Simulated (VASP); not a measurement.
Data:

```xyz
8
Lattice="4.4610 0.0000 0.0000 0.0000 4.4610 0.0000 0.0000 0.0000 4.4610" Properties=species:S:1:pos:R:3 pbc="T T T"
Si     2.9127     0.6822     1.5483
Si     3.7788     3.7788     3.7788
Si     0.6822     1.5483     2.9127
Si     1.5483     2.9127     0.6822
Ni     1.5670     3.7975     2.8940
Ni     0.6635     0.6635     0.6635
Ni     3.7975     2.8940     1.5670
Ni     2.8940     1.5670     3.7975
```

These are r2SCAN meta-GGA, VASP's PBE PAW potentials (set 64) (plane waves; VASP 6.6.1) values and carry that method's errors. Run with 400 eV cut-off, 8×8×8 Γ-centred mesh, tetrahedra with Blöchl corrections, potentials Si Ni.

Task: The job: SiNi (space group P2_13), 8 atoms, r2SCAN, static run, 400 eV, 8×8×8 Γ-centred mesh. Roughly how much core time does it take on a busy server core?

Result: About 10 core-minutes (one run on a shared machine, a rough figure). It had 45 irreducible k-points, 33 bands, up to 1640 plane waves and 18 electronic steps.

The structure comes from a computed database's SiNi entry (P2_13); how it stands against other phases isn't given here. It was relaxed first.
